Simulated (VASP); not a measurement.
Calculation: optB86b-vdW, VASP's PBE PAW potentials (set 64) (plane waves; VASP).

A VASP calculation is set up with these files.

INCAR:
```
! general
SYSTEM    =  TiCo
PREC      =  Accurate
ENCUT     =  520   ! plane-wave cut-off (eV)
LREAL     =  .FALSE.   ! projection in real space or not
LASPH     =  .TRUE.   ! aspherical one-centre terms

! electronic loop
EDIFF     =  1E-6   ! SCF stop (eV)
NELM      =  100   ! most electronic steps
ALGO      =  Normal
LMAXMIX   =  4

! smearing
ISMEAR    =  1   ! Methfessel-Paxton
SIGMA     =  0.1   ! width (eV)

! functional
GGA       =  MK
LUSE_VDW  =  .TRUE.
AGGAC     =  0.0
PARAM1    =  0.1234
PARAM2    =  1.0

! ions
IBRION    =  2   ! conjugate gradients
NSW       =  60
ISIF      =  3
EDIFFG    =  -0.01   ! ionic stop

! output
LWAVE     =  .FALSE.
LCHARG    =  .FALSE.
```

File POSCAR:
```
TiCo
1
    2.9470743645    -0.0000000000     0.0000000000
   -0.0000000000     2.9470743645     0.0000000000
    0.0000000000    -0.0000000000     2.9470743645
Ti Co
1 1
Direct
  0.0000000000   0.0000000000   0.0000000000
  0.5000000000   0.5000000000   0.5000000000
```

KPOINTS:
```
K-points
0
G
11 11 11
```

POTCAR, in this order: Ti_sv Co (PBE.64 set). Program: vasp_std.

Output of the run:

OSZICAR:
```
       N       E                     dE             d eps       ncg     rms          rms(c)
DAV:   1     0.157928307202E+03    0.15793E+03   -0.10539E+04  1568   0.189E+03
DAV:   2    -0.378854813942E+01   -0.16172E+03   -0.15923E+03  1586   0.412E+02
DAV:   3    -0.124868240661E+02   -0.86983E+01   -0.86325E+01  2468   0.107E+02
DAV:   4    -0.127614599933E+02   -0.27464E+00   -0.27373E+00  1920   0.158E+01
DAV:   5    -0.127706829830E+02   -0.92230E-02   -0.92227E-02  2308   0.273E+00    0.135E+01
DAV:   6    -0.108256566660E+02    0.19450E+01   -0.12176E+01  1962   0.535E+01    0.559E+00
DAV:   7    -0.134841309121E+02   -0.26585E+01   -0.26898E+01  2588   0.497E+01    0.234E+01
DAV:   8    -0.105058535685E+02    0.29783E+01   -0.17065E+01  2334   0.402E+01    0.181E+00
DAV:   9    -0.105420647575E+02   -0.36211E-01   -0.25815E-01  1988   0.498E+00    0.186E+00
DAV:  10    -0.105252787760E+02    0.16786E-01   -0.79059E-02  2392   0.359E+00    0.519E-01
DAV:  11    -0.105238936501E+02    0.13851E-02   -0.40729E-03  2032   0.707E-01    0.340E-01
DAV:  12    -0.105229862036E+02    0.90745E-03   -0.35880E-03  2200   0.546E-01    0.722E-02
DAV:  13    -0.105229504581E+02    0.35745E-04   -0.17212E-04  2038   0.128E-01    0.344E-02
DAV:  14    -0.105229448311E+02    0.56270E-05   -0.28528E-05  2470   0.550E-02    0.803E-03
DAV:  15    -0.105229440928E+02    0.73834E-06   -0.48082E-06  1882   0.223E-02
   1 F= -.10522944E+02 E0= -.10523156E+02  d E =-.105229E+02
```

**OUTCAR**
```
------------------------ aborting loop because EDIFF is reached ----------------------------------------
  FORCE on cell =-STRESS in cart. coord.  units (eV):
  Direction    XX          YY          ZZ          XY          YZ          ZX
  --------------------------------------------------------------------------------------
  Total       -0.0081856     -0.0081856     -0.0081856      0.0000000      0.0000000      0.0000000
  in kB       -0.5123738     -0.5123738     -0.5123738      0.0000000      0.0000000      0.0000000
  external PRESSURE =      -0.5123738 kB  Pullay stress =       0.0000000 kB
  volume of cell :       25.60
      direct lattice vectors                 reciprocal lattice vectors
     2.947074365  0.000000000  0.000000000     0.339319568  0.000000000  0.000000000
     0.000000000  2.947074365  0.000000000     0.000000000  0.339319568  0.000000000
     0.000000000  0.000000000  2.947074365     0.000000000  0.000000000  0.339319568
 POSITION                                       TOTAL-FORCE (eV/Angst)
 -----------------------------------------------------------------------------------
      0.00000      0.00000      0.00000         0.000000      0.000000      0.000000
      1.47354      1.47354      1.47354         0.000000      0.000000      0.000000
 -----------------------------------------------------------------------------------
    total drift:                                0.000000      0.000000     -0.000000
  FREE ENERGIE OF THE ION-ELECTRON SYSTEM (eV)
  ---------------------------------------------------
  free  energy   TOTEN  =       -10.5229440928 eV

  energy  without entropy=      -10.5235788252  energy(sigma->0) =      -10.52315567

 reached required accuracy - stopping structural energy minimisation
```
(Selected blocks of OUTCAR.)

OUTCAR:
```
 val. band max:       10.2795555286   @ k =   0.4545   0.1818   0.1818

 cond. band min:      10.3109716429   @ k =   0.4545   0.3636   0.0909


 Fermi energy:        10.2995551953

 k-point     1 :       0.0000    0.0000    0.0000
  band No.  band energies     occupation
      1     -46.6734      2.00000
      2     -22.8646      2.00000
      3     -22.8646      2.00000
      4     -22.8646      2.00000
      5       2.5630      2.00000
      6       6.3797      2.00000
      7       6.3797      2.00000
      8       8.7930      2.00000
      9       8.7930      2.00000
     10       8.7930      2.00000
     11      11.1158     -0.00000
     12      11.1158     -0.00000
     13      13.1196      0.00000
     14      13.1196      0.00000

 k-point     2 :       0.0909    0.0000    0.0000
  band No.  band energies     occupation
      1     -46.6704      2.00000
      2     -22.8925      2.00000
      3     -22.8626      2.00000
      4     -22.8626      2.00000
      5       2.7322      2.00000
      6       6.4564      2.00000
      7       6.4605      2.00000
      8       8.7817      2.00000
      9       8.7817      2.00000
     10       8.8243      2.00000
     11      11.0263     -0.00000
     12      11.1503     -0.00000
     13      12.8871      0.00000
     14      12.8871      0.00000

 k-point     3 :       0.1818    0.0000    0.0000
  band No.  band energies     occupation
      1     -46.6622      2.00000
      2     -22.9667      2.00000
      3     -22.8573      2.00000
      4     -22.8573      2.00000
      5       3.2242      2.00000
      6       6.6689      2.00000
      7       6.6798      2.00000
      8       8.7550      2.00000
      9       8.7550      2.00000
     10       8.9111      2.00000
     11      10.7671     -0.00000
     12      11.2204     -0.00000
     13      12.3434      0.00000
     14      12.3434      0.00000

 k-point     4 :       0.2727    0.0000    0.0000
  band No.  band energies     occupation
...
```

The compound is TiCo in the CsCl type structure. It was relaxed first. The start is the result of an earlier pass. The run is not spin-polarised, so no magnetic state was tried. The electron count is odd and the run is not spin-polarised, which forces a metal.
